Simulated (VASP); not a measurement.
# Be3CdSe4 (P1) in VASP: relaxation of cell and atoms with PBE

Aim: the relaxation of cell and atoms of Be3CdSe4 with PBE.

Everything below comes from runs of VASP 6.6.1. Logs are shortened: lines on timing, memory, paths and dates and some standing lists are left out, and cuts for length are marked.

**1. Starting point**

The typed cell holds 8 atoms: a = 3.796 Å, b = 3.849 Å, c = 10.999 Å, α = 88.41°, β = 89.38°, γ = 90.59°.

The cell was built by a generator and needn't be a form met in nature.

**2. Relaxation of cell and atoms, PBE**

Input file INCAR:

```
PREC     = Normal         # precision mode
ENCUT    = 520            # plane-wave cutoff, eV
EDIFF    = 1E-5           # SCF threshold, eV
ISMEAR   = 0              # smearing method
SIGMA    = 0.05           # smearing width, eV
LREAL    = Auto         
LASPH    = T              # aspherical terms in the spheres
NELM     = 80             # most SCF steps
ALGO     = Fast           # electronic algorithm
ISIF     = 3              # what is computed and relaxed
LWAVE    = F              # write WAVECAR
LCHARG   = F              # write CHGCAR
GGA      = PE             # functional
IBRION   = 2              # ionic algorithm
NSW      = 110            # ionic steps
EDIFFG   = -0.03          # ionic threshold
ISYM     = 0
```

Input file KPOINTS:

```
Automatic mesh
0
Gamma
  5 5 2
```

Input file POSCAR:

```
Be3CdSe4
1.0
    3.7958315900     -0.0196909700      0.0204312500
   -0.0196909700      3.8481679500      0.0527305900
    0.0602594400      0.1555223100     10.9982004800
Be Cd Se
3 1 4
Direct
    0.4875066800      0.4664495000      0.2600135000
    0.5052746800      0.5137816900      0.7062469100
    0.9714310700      0.0224313200      0.5144290900
    0.9855333400      0.9926305600      0.9896224600
    0.5165495600      0.9790582600      0.3742411600
    0.9711901700      0.5123426700      0.6253407000
    0.4829788500      0.9969004800      0.8441233000
    0.0177275300      0.5690763300      0.1730964800
```

Potentials or basis: VASP PAW PBE potentials, release 64 (Be, Cd, Se).

Run with:

```bash
$ cat potpaw_PBE.64/Be/POTCAR potpaw_PBE.64/Cd/POTCAR potpaw_PBE.64/Se/POTCAR > POTCAR
$ mpirun -np 1 vasp_std > vasp.out
```

OUTCAR:

```text
PREC = Normal
   ENCUT = 520
   EDIFF = 1E-5
   ISMEAR = 0
   LREAL = Auto
   LASPH = T
   NELM = 80
   ISIF = 3
   GGA = PE
   IBRION = 2
   NSW = 110
   EDIFFG = -0.03
   ISYM = 0

 ion  position               nearest neighbor table
   1  0.488  0.466  0.260-   8 2.07   5 2.23   8 2.25   5 2.37
   2  0.505  0.514  0.706-   6 1.97   6 2.22   7 2.43   7 2.47
   3  0.971  0.022  0.514-   6 2.27   6 2.28   5 2.34   5 2.58
   4  0.986  0.993  0.990-   7 2.46   7 2.50   8 2.56   8 3.04
   5  0.517  0.979  0.374-   1 2.23   3 2.34   1 2.37   3 2.58
   6  0.971  0.512  0.625-   2 1.97   2 2.22   3 2.27   3 2.28
   7  0.483  0.997  0.844-   2 2.43   4 2.46   2 2.47   4 2.50
   8  0.018  0.569  0.173-   1 2.07   1 2.25   4 2.56   4 3.04

IMPORTANT INFORMATION: All symmetrisations will be switched off!
NOSYMM: (Re-)initialisation of all symmetry stuff for point group C_1.

----------------------------------------------------------------------------------------

                                     Primitive cell

  volume of cell :     160.6104

  direct lattice vectors                    reciprocal lattice vectors
     3.795831590 -0.019690970  0.020431250     0.263461854  0.001368172 -0.001462862
    -0.019690970  3.848167950  0.052730590     0.001368172  0.259921386 -0.003682968
     0.060259440  0.155522310 10.998200480    -0.000495990 -0.001248728  0.090944341

  length of vectors
     3.795937648  3.848579585 10.999465086     0.263469468  0.259951078  0.090954266

  position of ions in fractional coordinates (direct lattice)
     0.487506680  0.466449500  0.260013500
     0.505274680  0.513781690  0.706246910
     0.971431070  0.022431320  0.514429090
     0.985533340  0.992630560  0.989622460
     0.516549560  0.979058260  0.374241160
     0.971190170  0.512342670  0.625340700
     0.482978850  0.996900480  0.844123300
     0.017727530  0.569076330  0.173096480

  ion indices of the primitive-cell ions
   primitive index   ion index
                 1           1
                 2           2
                 3           3
                 4           4
                 5           5
                 6           6
                 7           7
                 8           8

----------------------------------------------------------------------------------------

 KPOINTS: Automatic mesh

Automatic generation of k-mesh.
 Grid dimensions read from file:
 generate k-points for:    5    5    2

 Generating k-lattice:

  Cartesian coordinates                     Fractional coordinates (reciprocal lattice)
     0.052692371  0.000273634 -0.000292572     0.200000000 -0.000000000 -0.000000000
     0.000273634  0.051984277 -0.000736594     0.000000000  0.200000000  0.000000000
    -0.000247995 -0.000624364  0.045472170     0.000000000  0.000000000  0.500000000

  Length of vectors
     0.052693894  0.051990216  0.045477133

  Shift w.r.t. Gamma in fractional coordinates (k-lattice)
     0.000000000  0.000000000  0.000000000

 Subroutine IBZKPT returns following result:
 ===========================================

 Found     26 irreducible k-points:

 Following reciprocal coordinates:
            Coordinates               Weight
  0.000000  0.000000  0.000000      1.000000
  0.200000  0.000000  0.000000      2.000000
  0.400000  0.000000  0.000000      2.000000
 -0.000000  0.200000 -0.000000      2.000000
  0.200000  0.200000  0.000000      2.000000
  0.400000  0.200000 -0.000000      2.000000
[... 16 lines left out ...]
  0.200000  0.400000  0.500000      2.000000
  0.400000  0.400000  0.500000      2.000000
 [... further k-points ...]
   k-points           NKPTS =     26   k-points in BZ     NKDIM =     26   number of bands    NBANDS=     26
   number of dos      NEDOS =    301   number of ions     NIONS =      8
   total plane-waves  NPLWV =  36864
   dimension x,y,z NGX =    24 NGY =   24 NGZ =   64
   dimension x,y,z NGXF=    48 NGYF=   48 NGZF=  128
   ions per type =               3   1   4
   NGX,Y,Z   is equivalent  to a cutoff of  10.51, 10.37,  9.67 a.u.
   NGXF,Y,Z  is equivalent  to a cutoff of  21.02, 20.73, 19.35 a.u.
 SYSTEM =  unknown system
   PREC   = normal    normal or accurate (medium, high low for compatibility)
   ISTART =      0    job   : 0-new  1-cont  2-samecut
   ICHARG =      2    charge: 1-file 2-atom 10-const
   ISPIN  =      1    spin polarized calculation?
   LNONCOLLINEAR =      F non collinear calculations
   LSORBIT =      F    spin-orbit coupling
   LASPH  =      T    aspherical Exc in radial PAW
   ENCUT  =  520.0 eV  38.22 Ry    6.18 a.u.   7.06  7.16 20.45*2*pi/ulx,y,z
   NELM   =     80;   NELMIN=  2; NELMDL= -5     # of ELM steps
   EDIFF  = 0.1E-04   stopping-criterion for ELM
   LREAL  =      T    real-space projection
   EDIFFG = -.3E-01   stopping-criterion for IOM
   NSW    =    110    number of steps for IOM
   IBRION =      2    ionic relax: 0-MD 1-quasi-New 2-CG
   NFREE  =      1    steps in history (QN), initial steepest desc. (CG)
   ISIF   =      3    stress and relaxation
   ISYM   =      0    0-nonsym 1-usesym 2-fastsym
   POTIM  = 0.5000    time-step for ionic-motion
   TEBEG  =    0.0;   TEEND  =   0.0 temperature during run
   PSTRESS=    0.0 pullay stress
   NELECT =      42.0000    total number of electrons
   NUPDOWN=      -1.0000    fix difference up-down
   EMIN   =  10.00;   EMAX   =-10.00  energy-range for DOS
   EFERMI =   0.00;   METHOD = LEGACY
   ISMEAR =     0;   SIGMA  =   0.05  broadening in eV -4-tet -1-fermi 0-gaus
   EFERMI_NEDOS =   21; number of points for ismear=-14 and -15
   IALGO  =     68    algorithm
   IMIX   =      4    mixing-type and parameters
     AMIX     =   0.40;   BMIX     =  1.00
     AMIX_MAG =   1.60;   BMIX_MAG =  1.00
  volume/ion in A,a.u.               =      20.08       135.48
  Fermi-wavevector in a.u.,A,eV,Ry     =   1.046887  1.978331 14.911624  1.095973
  Thomas-Fermi vector in A             =   2.181745
   LORBIT       =      0    0 simple, 1 ext, 2 COOP (PROOUT), +10 PAW based schemes
   GGA     = PE    functional components
   LHFCALC =     F    Hartree Fock is set to
   AEXX    =    0.0000 exact exchange contribution
   IVDW    =     0    specifies the selected vdW correction
   LEPSILON=     F    determine dielectric tensor
   LRPA    =     F    only Hartree local field effects (RPA)
 conjugate gradient relaxation of ions
 non-spin polarized calculation
 RMM-DIIS sequential band-by-band and
 Gauss-broadening in eV      SIGMA  =   0.05
  energy-cutoff  :      520.00
  volume of cell :      160.61
 maximum number of plane-waves:      4349
   NGX = 15   NGY = 15   NGZ = 41

--------------------------------------- Ionic step        1  -------------------------------------------

 number of electron      42.0000002 magnetization

 Free energy of the ion-electron system (eV)
  ---------------------------------------------------
  ext. energy  EPLUGINS =         0.00000000
  ---------------------------------------------------
  free energy    TOTEN  =       -30.05515964 eV

  energy without entropy =      -30.05515964  energy(sigma->0) =      -30.05515964

------------------------ aborting loop because EDIFF is reached ----------------------------------------

  FORCE on cell =-STRESS in cart. coord.  units (eV):
  Direction    XX          YY          ZZ          XY          YZ          ZX
  --------------------------------------------------------------------------------------
  -------------------------------------------------------------------------------------
  Total        7.8780371     -1.8366234      2.2247808     -0.1121884     -1.8533211     -1.4497315
  in kB       78.5877507    -18.3213285     22.1934112     -1.1191414    -18.4878967    -14.4618685
  external PRESSURE =      27.4866111 kB  Pullay stress =       0.0000000 kB
[... 107 lines left out ...]
  FREE ENERGIE OF THE ION-ELECTRON SYSTEM (eV)
  ---------------------------------------------------
  free  energy   TOTEN  =       -31.1234728910 eV

  energy  without entropy=      -31.1234728910  energy(sigma->0) =      -31.12347289

[... ionic steps 4 to 19 ...]

--------------------------------------- Ionic step       20  -------------------------------------------

 number of electron      42.0000002 magnetization

------------------------ aborting loop because EDIFF is reached ----------------------------------------

  FORCE on cell =-STRESS in cart. coord.  units (eV):
  Direction    XX          YY          ZZ          XY          YZ          ZX
  --------------------------------------------------------------------------------------
  -------------------------------------------------------------------------------------
  Total        0.0059362     -0.0757176     -0.0169656      0.0039784      0.0050109     -0.0163364
  in kB        0.0592265     -0.7554501     -0.1692688      0.0396930      0.0499952     -0.1629911
  external PRESSURE =      -0.2884975 kB  Pullay stress =       0.0000000 kB
[... 69 lines left out ...]
  energy  without entropy=      -31.5970522697  energy(sigma->0) =      -31.59705227

--------------------------------------- Ionic step       22  -------------------------------------------

 number of electron      42.0000003 magnetization

 Free energy of the ion-electron system (eV)
  ---------------------------------------------------
  ext. energy  EPLUGINS =         0.00000000
  ---------------------------------------------------
  free energy    TOTEN  =       -31.59730374 eV

  energy without entropy =      -31.59730374  energy(sigma->0) =      -31.59730374

 E-fermi :   2.8871     XC(G=0):  -9.2330

 val. band max:        2.6738929981   @ k =   0.0000   0.0000   0.0000
 cond. band min:       4.8238348916   @ k =   0.0000   0.0000   0.0000
 fundamental gap:      2.1499418935
 Fermi energy:         2.8870801623

 k-point     1 :       0.0000    0.0000    0.0000
  band No.  band energies     occupation
      1     -10.9253      2.00000
      2     -10.4364      2.00000
      3     -10.0601      2.00000
      4      -9.4416      2.00000
      5      -5.5288      2.00000
      6      -5.4281      2.00000
[... 685 lines left out ...]
     25       6.4845      0.00000
     26       6.9987      0.00000

 [... further k-points ...]

------------------------ aborting loop because EDIFF is reached ----------------------------------------

  FORCE on cell =-STRESS in cart. coord.  units (eV):
  Direction    XX          YY          ZZ          XY          YZ          ZX
  --------------------------------------------------------------------------------------
  -------------------------------------------------------------------------------------
  Total       -0.0001121      0.0047533      0.0244264      0.0044346     -0.0144947     -0.0342386
  in kB       -0.0011191      0.0474625      0.2439043      0.0442805     -0.1447333     -0.3418818
  external PRESSURE =       0.0967492 kB  Pullay stress =       0.0000000 kB
[... 23 lines left out ...]
  FREE ENERGIE OF THE ION-ELECTRON SYSTEM (eV)
  ---------------------------------------------------
  free  energy   TOTEN  =       -31.5973037355 eV

  energy  without entropy=      -31.5973037355  energy(sigma->0) =      -31.59730374

 reached required accuracy - stopping structural energy minimisation
```

Run time: 7.3 min. Hardware: 1 thread of Intel Xeon Platinum 8488C (Sapphire Rapids), shared host; peak memory 0.23 GiB.

Results:

- Free energy: -31.5973 eV
- Relaxed volume: 20.06 Å³/atom
- Relaxed cell: a = 3.791 Å, b = 3.790 Å, c = 11.166 Å, α = 90.00°, β = 89.92°, γ = 89.99°
- Space group after relaxing (to 0.05 Å): C2 (No. 5)
- Energy gained by relaxing: 192.8 meV/atom
- Ionic steps: 22
- Pressure after relaxing: 0.0 GPa
- Largest force after relaxing: 0.024 eV/Å
- Band gap on the k mesh: 2.15 eV, direct

Forces on the atoms (eV/Å):
```
Be  -0.006  0.001  0.009
Be  -0.010 -0.004  0.002
Be  -0.017  0.012 -0.004
Cd  -0.003  0.018  0.000
Se   0.012 -0.013 -0.001
Se   0.018  0.009  0.003
Se   0.018 -0.003  0.000
Se  -0.012 -0.020 -0.008
```

Step by step:
```
step  energy change (eV)  largest force (eV/Å)  pressure (GPa)  volume (Å³)
   1              0.0000                3.5068            2.75       160.61
   2             -1.0639                1.2172           -2.38       168.58
   3             -1.0683                1.2040           -2.57       169.23
   4             -1.3600                0.7626           -0.53       162.34
   5             -1.4081                0.5631            1.04       158.41
   6             -1.5040                0.2856            0.33       159.80
   7             -1.5084                0.2984            0.21       160.14
   8             -1.5268                0.1697           -0.18       161.00
   9             -1.5286                0.1706           -0.37       161.44
  10             -1.5287                0.1680           -0.34       161.37
  11             -1.5338                0.1094            0.06       160.30
  12             -1.5341                0.0887            0.30       159.80
  13             -1.5372                0.0697            0.08       160.31
  14             -1.5375                0.0927           -0.06       160.65
  15             -1.5403                0.0556           -0.10       160.76
  16             -1.5409                0.0619           -0.13       160.82
  17             -1.5409                0.0673           -0.12       160.83
  18             -1.5415                0.0405            0.13       160.21
  19             -1.5416                0.0300            0.11       160.35
  20             -1.5419                0.0418           -0.03       160.58
  21             -1.5419                0.0392           -0.05       160.55
  22             -1.5421                0.0244            0.01       160.45
```

Final structure:
```
Be Cd Se
1.0
     3.79142    0.00126    0.00270
    -0.00066    3.79026   -0.00001
     0.00779   -0.00031   11.16556
Be Cd Se
3 1 4
Direct
  0.49589 0.50686 0.27221
  0.49089 0.50654 0.72453
  0.99381 0.00424 0.49842
  0.98809 0.00838 0.99846
  0.49390 0.00665 0.38564
  0.99097 0.50456 0.61103
  0.48890 0.00693 0.83422
  0.99574 0.50851 0.16262
```

Levels at points of the mesh, in eV from the valence-band top:
```tsv
k point	band 17	band 18	band 19	band 20	band 21	band 22	band 23	band 24	band 25	band 26
(0.00, 0.00, 0.00)	-1.28	-1.28	-0.53	0.00	0.00	2.15	2.52	3.25	3.89	3.90
(0.00, 0.00, 0.50)	-1.53	-1.00	-1.00	-0.18	-0.18	2.50	2.89	3.14	3.85	4.16
```

Caveat: an odd mesh through Γ misses points on the zone boundary, where band edges often lie.
